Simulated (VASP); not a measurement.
```yaml
crystal:
  lattice:
    - [3.95255, 0.00000, 0.00000]
    - [0.00000, 3.95255, 0.00000]
    - [0.00000, 0.00000, 3.95255]
  atoms:
    - { symbol: Ba, position: [0.00000, 0.00000, 0.00000] }
    - { symbol: Ti, position: [0.50000, 0.50000, 0.50000] }
    - { symbol: O, position: [0.50000, 0.00000, 0.50000] }
    - { symbol: O, position: [0.00000, 0.50000, 0.50000] }
    - { symbol: O, position: [0.50000, 0.50000, 0.00000] }
```

The numbers are results of LDA (Ceperley-Alder, Perdew-Zunger), VASP's LDA PAW potentials (set 64) (plane waves; VASP), not measurements. Run with 520 eV cut-off, 6×6×6 Γ-centred mesh, tetrahedra with Blöchl corrections, potentials Ba_sv Ti_sv O.

Unless said otherwise, spin-orbit coupling is left out, though it shifts the bands of the heavy elements here.

Question: What does the run give for the energy per atom (σ→0), band gap (on the k-mesh) with the smallest direct gap where there is one?

Answer: 
The band gap (on the k-mesh) comes out as 1.72 eV and the smallest direct gap (on the k-mesh) comes out as 1.83 eV. The energy per atom (σ→0) is -8.831 eV/atom.

Total energies compare only between runs with the same potentials, cut-off and functional.

The compound is BaTiO3 in the cubic perovskite structure, the ideal cubic form; the compound distorts at low or room temperature. It was relaxed first.
